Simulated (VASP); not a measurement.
SrTiO3 (Tausonite):

```xyz
5
Lattice="3.9053 0.0000 0.0000 0.0000 3.9053 0.0000 0.0000 0.0000 3.9053" Properties=species:S:1:pos:R:3 pbc="T T T"
Sr    1.9526    1.9526    1.9526
Ti    0.0000    0.0000    0.0000
O     1.9526    0.0000    0.0000
O     0.0000    1.9526    0.0000
O     0.0000    0.0000    1.9526
```

```yaml
Program: VASP 6.6.1
Task: relaxation of cell and atoms
Functional: LDA
Potentials_or_basis: VASP PAW LDA potentials, release 64 (Sr_sv, Ti_sv, O)
Cutoff: 600 eV
k_mesh: 8 × 8 × 8
Occupations: gaussian, width 0.03 eV
Spin: no spin polarisation
```

At the start: pressure -6.7 GPa; volume 11.91 Å³/atom.

Problem. How do energy, volume and symmetry change on relaxing?

Solution. Over 3 steps the energy falls by 8.7 meV/atom and the volume is 11.50 Å³/atom (-3.4 %); space group Pm-3m (No. 221, to 0.05 Å).

The path:
```
step  energy change (eV)  largest force (eV/Å)  pressure (GPa)  volume (Å³)
   1              0.0000                0.0000           -6.66        59.56
   2              0.0079                0.0000            8.11        55.39
   3             -0.0435                0.0000           -0.06        57.52
```

Final structure:
```
CELL_PARAMETERS angstrom
3.86010 0.00000 0.00000
0.00000 3.86010 0.00000
0.00000 0.00000 3.86010
ATOMIC_POSITIONS crystal
Sr 0.50000 0.50000 0.50000
Ti 0.00000 0.00000 0.00000
O 0.50000 0.00000 0.00000
O 0.00000 0.50000 0.00000
O 0.00000 0.00000 0.50000
```
